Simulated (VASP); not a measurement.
Output of a VASP run:

File OSZICAR:
```
       N       E                     dE             d eps       ncg     rms          rms(c)
DAV:   1     0.127872673630E+03    0.12787E+03   -0.95182E+03  2880   0.187E+03
DAV:   2    -0.153142703142E+02   -0.14319E+03   -0.13645E+03  2992   0.417E+02
DAV:   3    -0.248360704451E+02   -0.95218E+01   -0.91196E+01  3680   0.100E+02
DAV:   4    -0.253239542714E+02   -0.48788E+00   -0.48685E+00  3684   0.214E+01
DAV:   5    -0.253387848237E+02   -0.14831E-01   -0.14830E-01  3868   0.335E+00    0.230E+01
DAV:   6    -0.205905524470E+02    0.47482E+01   -0.25992E+01  3300   0.715E+01    0.680E+00
DAV:   7    -0.202484314733E+02    0.34212E+00   -0.29536E+00  3180   0.248E+01    0.648E+00
DAV:   8    -0.202434443332E+02    0.49871E-02   -0.20599E-01  3092   0.637E+00    0.114E+00
DAV:   9    -0.202496131484E+02   -0.61688E-02   -0.32038E-02  3968   0.180E+00    0.883E-01
DAV:  10    -0.202475884077E+02    0.20247E-02   -0.11153E-02  3132   0.182E+00    0.259E-01
DAV:  11    -0.202474591237E+02    0.12928E-03   -0.44389E-04  3244   0.253E-01    0.190E-02
DAV:  12    -0.202474522837E+02    0.68400E-05   -0.30001E-05  3144   0.757E-02    0.368E-02
DAV:  13    -0.202474482815E+02    0.40022E-05   -0.21458E-05  3004   0.746E-02    0.645E-03
DAV:  14    -0.202474483589E+02   -0.77415E-07   -0.30191E-07  1648   0.762E-03
   1 F= -.15445948E+02 E0= -.15445923E+02  d E =-.154459E+02
```

OUTCAR:
```
------------------------ aborting loop because EDIFF is reached ----------------------------------------
  FORCE on cell =-STRESS in cart. coord.  units (eV):
  Direction    XX          YY          ZZ          XY          YZ          ZX
  --------------------------------------------------------------------------------------
  Total        4.7974941      4.7974941      4.7974941      0.0000000      0.0000000     -0.0000000
  in kB      449.6244952    449.6244952    449.6244952      0.0000000      0.0000000     -0.0000000
  external PRESSURE =      -0.3755048 kB  Pullay stress =     450.0000000 kB
  volume of cell :       17.10
      direct lattice vectors                 reciprocal lattice vectors
     0.000000000  2.044631392  2.044631392    -0.244542856  0.244542856  0.244542856
     2.044631392  0.000000000  2.044631392     0.244542856 -0.244542856  0.244542856
     2.044631392  2.044631392  0.000000000     0.244542856  0.244542856 -0.244542856
 POSITION                                       TOTAL-FORCE (eV/Angst)
 -----------------------------------------------------------------------------------
      0.00000      0.00000      0.00000         0.000000     -0.000000     -0.000000
      2.04463      2.04463      2.04463        -0.000000      0.000000      0.000000
 -----------------------------------------------------------------------------------
    total drift:                                0.000000     -0.000000     -0.000000
  FREE ENERGIE OF THE ION-ELECTRON SYSTEM (eV)
  ---------------------------------------------------
  free  energy   TOTEN  =       -20.2474483589 eV

  energy  without entropy=      -20.2473738938  energy(sigma->0) =      -20.24742354
  enthalpy is  TOTEN    =       -15.4459476185 eV   P V=        4.8015007404

 reached required accuracy - stopping structural energy minimisation
```
(Selected blocks of OUTCAR.)

POSCAR:
```
TiC
1
    0.0000000000     2.0446313919     2.0446313919
    2.0446313919    -0.0000000000     2.0446313919
    2.0446313919     2.0446313919    -0.0000000000
Ti C
1 1
Direct
  1.0000000000   1.0000000000   1.0000000000
  0.5000000000   0.5000000000   0.5000000000
```

### Question
Reconstruct the remaining input files.

### Answer
One answer among several that fit: the input of the run itself, LDA (Ceperley-Alder, Perdew-Zunger), plane waves, VASP's LDA PAW potentials (set 64).

File KPOINTS:
```
Automatic mesh
0
Gamma
15 15 15
0 0 0
```

INCAR:
```
PSTRESS = 450
LMAXMIX = 4
ISIF = 3   ! ions, shape and volume
ISMEAR = 1
LASPH = .TRUE.   ! aspherical one-centre terms
ENCUT = 620
EDIFF = 1E-6   ! SCF stop (eV)
ALGO = Normal
LCHARG = .FALSE.
IBRION = 2   ! conjugate gradients
NELM = 100   ! most electronic steps
NSW = 40   ! most ionic steps
SYSTEM = TiC
LWAVE = .FALSE.
EDIFFG = -0.02   ! ionic stop
PREC = Accurate
LREAL = .FALSE.
SIGMA = 0.1   ! width (eV)
```

POTCAR, in this order: Ti_sv C (LDA.64 set). Program: vasp_std.

The compound is TiC in the rock salt structure. It was relaxed first under an external pressure of 45 GPa.
